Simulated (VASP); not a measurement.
VASP ran on this input.

### INCAR
```
# general
SYSTEM =Rb
PREC   =Accurate
ENCUT  =520
LREAL  =.FALSE.   # projection in real space or not
LASPH  =.TRUE.   # aspherical one-centre terms

# electronic loop
EDIFF  =1E-7   # SCF stop (eV)
NELM   =100   # most electronic steps
ALGO   =Normal
LMAXMIX=4   # l cut-off of mixed one-centre charges

# smearing
ISMEAR =1   # Methfessel-Paxton
SIGMA  =0.1

# functional
GGA    =PS

# ions
ISIF   =2

# output
LWAVE  =.FALSE.
LCHARG =.FALSE.
```

**KPOINTS**
```
Automatic mesh
0
Gamma
9 9 9
0 0 0
```

### POSCAR
```
Rb
1
   -2.7890841885     2.7890841885     2.7890841885
    2.7890841885    -2.7890841885     2.7890841885
    2.7890841885     2.7890841885    -2.7890841885
Rb
1
Direct
  0.0000000000   0.0000000000   0.0000000000
```

POTCAR, in this order: Rb_sv (PBE.64 set). Program: vasp_std.

Question: Translate this PBEsol calculation to Quantum ESPRESSO's pw.x.

Answer: One equivalent input (not run):
```
&CONTROL
  calculation = 'scf'
  pseudo_dir = './pseudo'
  outdir = './out'
  tprnfor = .true.
  tstress = .true.
/
&SYSTEM
  ibrav = 0
  nat = 1
  ntyp = 1
  ecutwfc = 46
  occupations = 'smearing'
  smearing = 'methfessel-paxton'
  degauss = 0.00735
  input_dft = 'pbesol'
/
&ELECTRONS
  conv_thr = 7.3e-09
  electron_maxstep = 100
/
ATOMIC_SPECIES
  Rb 85.468 Rb.upf
CELL_PARAMETERS angstrom
    -2.7890842    2.7890842    2.7890842
     2.7890842   -2.7890842    2.7890842
     2.7890842    2.7890842   -2.7890842
ATOMIC_POSITIONS crystal
  Rb   0.0000000  0.0000000  0.0000000
K_POINTS automatic
  9 9 9 0 0 0
```
What does not carry over: the potentials are each code's own (VASP's PAW set, PseudoDojo norm-conserving files in pw.x), so ENCUT and ecutwfc are chosen apart and not converted; conv_thr bounds pw.x's estimated SCF error, while EDIFF bounds the energy change between steps.

The compound is Rb in the bcc structure. It was relaxed first.
